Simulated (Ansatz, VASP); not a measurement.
**Cross-check of Ti (Titanium) between VASP and Ansatz**

One calculation is typed for both programs; each brings its own data sets. How far apart do they land? The structure shown comes from an earlier Ansatz run, which isn't shown and may have moved the atoms alone.

Main program and level: Ansatz 0.2.0; plane waves, with VASP 6.6.1 beside it; elastic constants at PBEsol.

## (1) Set-up

Symmetry: P6_3/mmc, No. 194, hexagonal system. Conventional cell: a = 2.902 Å, b = 2.902 Å, c = 4.586 Å, α = 90.00°, β = 90.00°, γ = 120.00°. Nearest to Ti lie 12 Ti at 2.84 to 2.90 Å.

## (2) Ansatz: elastic constants, PBEsol

Ansatz runs on its default PAW (the set named soft_2) files.

Elastic constants are differences of stresses under small strains, so they test the stress and the mesh.

Input file input.yaml:

```yaml
crystal:
  lattice:
    - [2.9022705731, 0.0, 0.0]
    - [-1.4511352866, 2.513440045, 0.0]
    - [0.0, 0.0, 4.5858821357]
  atoms:
    - { symbol: Ti, position: [0.3333333333, 0.6666666667, 0.25] }
    - { symbol: Ti, position: [0.6666666667, 0.3333333333, 0.75] }
kpoints:
  mp_grid: { grid: [15, 15, 8] }
hamiltonian:
  xc: pbesol
scf:
  occupations: { method: gaussian, width: 0.1 }
output:
  forces: true
  stress: true
  eigenvalues: true
elastic:
  mode: relaxed_ion
  stencil: two_point
```

Launch:

```console
> ansatz run input.yaml --threads 4 --pin off --max-ram 8192MiB --backend cpu --events-out ev --progress --plain --runs-dir out
```

Numbers of over 12 decimals in the logs are rounded to 6 here.

The log of the run:

```text
Engine: ansatz 0.2.0, aarch64-unknown-linux-gnu
Pseudopotentials: kind: paw
Pseudopotential: Ti, paw, valence charge 12, recommended cutoff 420 eV (normal), Ti.paw.azcp
Functional definition: PBEsol
  exchange = pbesol_x
  correlation = pbesol_c
Crystal: 2 atoms, lattice volume = 33.453 Å³
Basis set: ecut = 420 eV, 627 PW (Γ), exchange–correlation on 40×40×64 points (8 copies of the dense FFT grid, shifted against one another)
Bands: 16, of which v1, the nominal top of the filled ones, is band 12 counted from 1 (11 counted from 0)
Symmetry: 24 space group operations
Space group: P63/mmc (ITA 194), of the structure as read, at distance tolerance 3.2e-5 Å
k-points: 135 of 1800
Non-local potential: Ti, projectors of the file, l = 0: 3, l = 1: 2, l = 2: 3, l = 3: 1
PAW form: soft (Blöchl's): semilocal exchange-correlation on the pseudo side does not see the compensation charge
PAW frozen core: Ti, regenerated for the run's functional, and the local potential with it (the file was generated under x = pbe(κ = 0.804, μ = 0.219515), c = pbe(β = 0.066725))
PAW one-centre angular grid: Ti, 590 points (default); XC on 64 Gauss nodes
Initial density: superposition of atomic densities (neutral atoms: chi_scale 0, normalization atom), corrected by the library's trained network
Initial wavefunctions: pseudopotential atomic-orbital guess
Functional: x = pbesol(κ = 0.804, μ = 0.123457), c = pbesol(β = 0.046)
SCF iter   1: F=—  HF=-4947.804519 eV  |F-HF|=—  |Δ(HF+E_count)|=         —  Δρ=8.66e-3  dr2=1.89e-2  ethr=1.77e-3  ⟨swp⟩=3.6  Hψ=8665  notcnv=0
preconditioner: auto → none  [metal: Δε(μ)=0.014 eV  Ē_g=2.953 eV  σ=0.100 eV  W_gap=0.08  n_scr=8 (ndim 8)  ℏωp=18.2 eV  f_vac=0.000  D(μ)=1.84/eV (n_scr^D=22)  sad-step TF]
SCF iter   2: F=—  HF=-4947.798996 eV  |F-HF|=—  |Δ(HF+E_count)|=   5.52e-3  Δρ=3.92e-3  dr2=4.07e-3  ethr=7.88e-5  ⟨swp⟩=2.1  Hψ=3708  notcnv=0  defer=8
SCF iter   3: F=—  HF=-4947.797815 eV  |F-HF|=—  |Δ(HF+E_count)|=   1.18e-3  Δρ=3.44e-4  dr2=1.20e-5  ethr=1.70e-5  ⟨swp⟩=2.9  Hψ=3835  notcnv=0  defer=8
SCF iter   4: F=—  HF=-4947.797792 eV  |F-HF|=—  |Δ(HF+E_count)|=   2.34e-5  Δρ=4.04e-5  dr2=1.67e-7  ethr=5.00e-8  ⟨swp⟩=2.0  Hψ=3538  notcnv=0  defer=8
SCF iter   5: F=—  HF=-4947.797792 eV  |F-HF|=—  |Δ(HF+E_count)|=   2.55e-7  Δρ=7.68e-6  dr2=1.16e-8  ethr=6.97e-10  ⟨swp⟩=2.9  Hψ=3905  notcnv=0  defer=8
SCF iter   6: F=—  HF=-4947.797792 eV  |F-HF|=—  |Δ(HF+E_count)|=   5.30e-9  Δρ=1.19e-6  dr2=3.78e-10  ethr=4.85e-11  ⟨swp⟩=2.1  Hψ=3721  notcnv=0  defer=8
SCF iter   7: F=—  HF=-4947.797792 eV  |F-HF|=—  |Δ(HF+E_count)|=  1.12e-10  Δρ=1.04e-7  dr2=1.51e-12  ethr=1.57e-12  ⟨swp⟩=3.0  Hψ=3869  notcnv=0  defer=8
SCF iter   8: F=-4947.797792 eV  HF=-4947.797792 eV  |F-HF|=9.09e-13  |Δ(HF+E_count)|=  9.09e-13  Δρ=1.15e-8  dr2=2.35e-14  ethr=1.00e-12  ⟨swp⟩=4.1  Hψ=6654  notcnv=0
SCF 1 converged in 8 iterations: F = -4947.797792 eV  dr2 = 2.35e-14
  greatest PAW one-centre occupation: 0.999 electrons in one spin orbital (limit 2), on the Ti atom at site 1 (counted from 0), in its partial waves of l = 0
Crystal: 2 atoms, lattice volume = 33.386 Å³
Symmetry: 8 space group operations
k-points: 320 of 1800
Initial density: handed on by an earlier stage of this run
Initial wavefunctions: pseudopotential atomic-orbital guess (no wavefunctions were taken with the density)
iter 1 solved again at ethr=2.09e-5 eV; its pass at ethr=3.10e-3 eV (dr2=5.03e-3 eV) is discarded
SCF iter   1: F=—  HF=-4947.799542 eV  |F-HF|=—  |Δ(HF+E_count)|=         —  Δρ=4.92e-3  dr2=5.02e-3  ethr=2.09e-5  ⟨swp⟩=1.0  Hψ=27916  notcnv=0
preconditioner: auto → none  [metal: Δε(μ)=0.020 eV  Ē_g=2.938 eV  σ=0.100 eV  W_gap=0.11  n_scr=8 (ndim 8)  ℏωp=18.2 eV  f_vac=0.000  D(μ)=1.93/eV (n_scr^D=22)]
[...]
SCF 2 converged in 8 iterations: F = -4947.797705 eV  dr2 = 7.38e-14
[...]
SCF 13 converged in 12 iterations: F = -4947.797774 eV  dr2 = 5.41e-20
[...]
SCF 14 converged in 9 iterations: F = -4947.797774 eV  dr2 = 1.66e-14
relax step   1: F+E_penalty+E_count = -4947.79777427 eV  Δ(F+E_penalty+E_count) = +0.000e0 eV  max|allowed force component| = 9.041e-7 eV/Å  Δτ_max = 0.0000 Å  (9 SCF iters, accepted)
[...]
SCF iter   7: F=—  HF=-4947.797774 eV  |F-HF|=—  |Δ(HF+E_count)|=  1.82e-12  Δρ=4.96e-8  dr2=2.85e-13  ethr=2.04e-15 (applied; sched 1.00e-12)  ⟨swp⟩=1.0  Hψ=7809  notcnv=0
iter 8 did not close the SCF: its close was put off for the readings that it lacked (scf_convergence_deferred on its scf_iter line)
SCF iter   8: F=-4947.797774 eV  HF=-4947.797774 eV  |F-HF|=0.00e0  |Δ(HF+E_count)|=  9.09e-13  Δρ=2.71e-8  dr2=8.52e-14  ethr=1.19e-15 (applied; sched 1.00e-12)  ⟨swp⟩=1.0  Hψ=7809  notcnv=0
iter 9 did not close the SCF: its close was put off for the readings that it lacked (scf_convergence_deferred on its scf_iter line)
SCF iter   9: F=-4947.797774 eV  HF=-4947.797774 eV  |F-HF|=1.82e-12  |Δ(HF+E_count)|=  1.82e-12  Δρ=1.09e-8  dr2=1.38e-14  ethr=4.17e-16 (applied; sched 1.00e-12)  ⟨swp⟩=1.0  Hψ=7808  notcnv=0
iter 10 did not close the SCF: its close was put off for the readings that it lacked (scf_convergence_deferred on its scf_iter line)
SCF iter  10: F=-4947.797774 eV  HF=-4947.797774 eV  |F-HF|=1.82e-12  |Δ(HF+E_count)|=    0.00e0  Δρ=1.07e-10  dr2=1.19e-18  ethr=4.17e-16 (applied; sched 1.00e-12)  ⟨swp⟩=1.0  Hψ=7808  notcnv=0
iter 11 did not close the SCF: its close was put off for the readings that it lacked (scf_convergence_deferred on its scf_iter line)
SCF iter  11: F=-4947.797774 eV  HF=-4947.797774 eV  |F-HF|=1.82e-12  |Δ(HF+E_count)|=  3.64e-12  Δρ=3.28e-11  dr2=1.51e-19  ethr=4.17e-16 (applied; sched 1.00e-12)  ⟨swp⟩=1.0  Hψ=7808  notcnv=0
SCF iter  12: F=-4947.797774 eV  HF=-4947.797774 eV  |F-HF|=1.82e-12  |Δ(HF+E_count)|=  1.82e-12  Δρ=7.09e-12  dr2=5.31e-21  ethr=1.00e-12  ⟨swp⟩=1.0  Hψ=17569  notcnv=0
SCF 15 converged in 12 iterations: F = -4947.797774 eV  dr2 = 5.31e-21
SCF converged after 8 iterations
Free energy (F): -4947.797792 eV
Harris-Foulkes:  -4947.797792 eV  (|F-HF|=9.09e-13)
Internal energy: -4947.787914 eV  (E = F + TS)
E sigma→0 (E₀):  -4947.792853 eV
Entropy (-TS):   -0.009878 eV (-4.939 meV/atom)
Fermi energy:    13.863519 eV
--- Per-component energies (eV) ---
  E_band       = -300.212501
  E_kinetic    = 546.100150
  E_local      = -1584.979034  (includes V_loc(G=0)·N_el)
  E_nonlocal   = 18.763648
  E_hartree    = 652.389268
  E_xc         = -193.880396
  E_vxc        = -243.647846  (∫ρ·V_xc dr)
  E_paw        = -2045.107361  (= ΣΔE_a)
  E_vpaw       = -341.228167  (= ΣTr[D̂ρ^β])
  E_aug_tail   = 0.000211  (compensation charges beyond the density's cutoff)
  E_ewald      = -2341.353168
  E_core_change = 0.278769  (= ΣΔE_core)
  E_smearing   = -0.009878  (= −TS)
  E_closure    = 0.000000  (closes the sum)
  Σ components = -4947.797792   (vs F -4947.797792, Δ=0.00e0)
--- Forces (eV/Å), atoms counted from 1 ---
  atom   1  Ti    -0.00000000    -0.00000000     0.00000000
  atom   2  Ti     0.00000000     0.00000000     0.00000000
  max |Σ_I F_I| component: 7.40e-17 eV/Å
--- Stress (GPa, compression-positive) ---
        0.003473       0.000000       0.000000
        0.000000       0.003473       0.000000
        0.000000       0.000000       0.002361
  P = ⅓ Tr σ = 0.0031 GPa (0.031 kbar)
--- Band table (eV; the first three rows and the last of 135) ---
  k-point 0: bands = [... 8 lower, 7.5833, 11.0729, 14.6501, 14.6501, 14.7538, 14.7956, 15.1860, 15.1860]
  k-point 1: bands = [... 8 lower, 7.7206, 11.0159, 14.5162, 14.5821, 14.5821, 14.7179, 15.1081, 15.1081]
  k-point 2: bands = [... 8 lower, 8.1193, 10.7741, 14.0781, 14.4870, 14.4870, 14.5047, 14.9204, 14.9204]
  k-point 134: bands = [... 8 lower, 12.5513, 12.5513, 12.7165, 12.7165, 13.6615, 13.6615, 15.6058, 15.6058]
--- Elastic constants: 3 strain directions × 2 members + reference (group order 24) ---
  dense FFT box of the reference and of every strained cell: 20×20×32
  strains applied: 11, 33, 23; error gains: componentwise 1.00 (the most a stress slope's error grows in a printed constant), spectral 1.41 (1 for all six strains in a standard setting)
  C = ∂σ_k/∂η_j (tension-positive GPa; Voigt order 11 22 33 23 13 12):
       181.381     90.038     85.154      0.000      0.000     -0.000
        90.038    181.381     85.154      0.000      0.000     -0.000
        85.168     85.168    188.022      0.000      0.000     -0.000
         0.000      0.000      0.000     42.026     -0.000      0.000
         0.000      0.000      0.000     -0.000     42.026      0.000
        -0.000      0.000     -0.000      0.000      0.000     45.672
  reference stress σ⁰ (GPa):     -0.003     -0.003     -0.002     -0.000     -0.000     -0.000
  C* (energy form; C + prestress term) asymmetry max|C*_kj − C*_jk| = 1.541e-2 GPa — a small one proves nothing (zero by symmetry where the batch's group is 432, −43m or m−3m); a large one is finite-difference/SCF noise where every solve meets its electron count
  moduli (Voigt/Reuss/Hill, GPa): K = 119.06/119.05/119.05   G = 45.31/45.07/45.19   E = 120.34   ν = 0.332
  mechanically stable: yes (min eigenvalue of sym C = 42.03 GPa)
  strain η (Voigt 11):  stress-route row diagonal C_11 = 181.38 GPa, energy-path curvature d²(F+E_count+ΔE)/dδ²/Ω₀ = 181.38 GPa
         δ    σ_11 (GPa)             F (eV)   n_scf  n_hpsi   n_pw
    -2.000e-3      -0.3681       -4947.7977145      12  103973    679   relax 3 steps, max|allowed force component| 5.76e-7 eV/Å
     2.000e-3       0.3574       -4947.7977175      12  104032    687   relax 3 steps, max|allowed force component| 1.46e-7 eV/Å
  strain η (Voigt 33):  stress-route row diagonal C_33 = 188.02 GPa, energy-path curvature d²(F+E_count+ΔE)/dδ²/Ω₀ = 187.95 GPa
         δ    σ_33 (GPa)             F (eV)   n_scf  n_hpsi   n_pw
    -2.000e-3      -0.3809       -4947.7977122       6   34857    687   relax 0 steps, max|allowed force component| 1.48e-16 eV/Å
     2.000e-3       0.3712       -4947.7977145       4   30888    687   relax 0 steps, max|allowed force component| 1.94e-16 eV/Å
  strain η (Voigt 23):  stress-route row diagonal C_44 = 42.03 GPa, energy-path curvature d²(F+E_count+ΔE)/dδ²/Ω₀ = 42.02 GPa
         δ    σ_23 (GPa)             F (eV)   n_scf  n_hpsi   n_pw
    -2.000e-3      -0.0841       -4947.7977743      12  159774    683   relax 1 steps, max|allowed force component| 9.00e-7 eV/Å
     2.000e-3       0.0841       -4947.7977743      12  159618    683   relax 1 steps, max|allowed force component| 9.04e-7 eV/Å
```

In the SCF lines HF is the Harris–Foulkes energy and dr2 the Hartree energy of the density residual, in eV; the loop may stop once dr2 is under the threshold and the program's other checks hold. Hψ counts applications of the Hamiltonian.

(Part 1 of 2 ends here.)

[Lines on the potential files, build, host, timing and source positions are cut from VASP's logs without a mark.]

[Logs are printed without paths, hosts, clocks, repeated set-up lines and the standing remarks that a program may print on its own settings, such as how far it seeks lower states.]

[Hosts, paths, dates, database ids (printed as entryN), source tags and the programs' standing remarks are cut or masked in the printed files.]
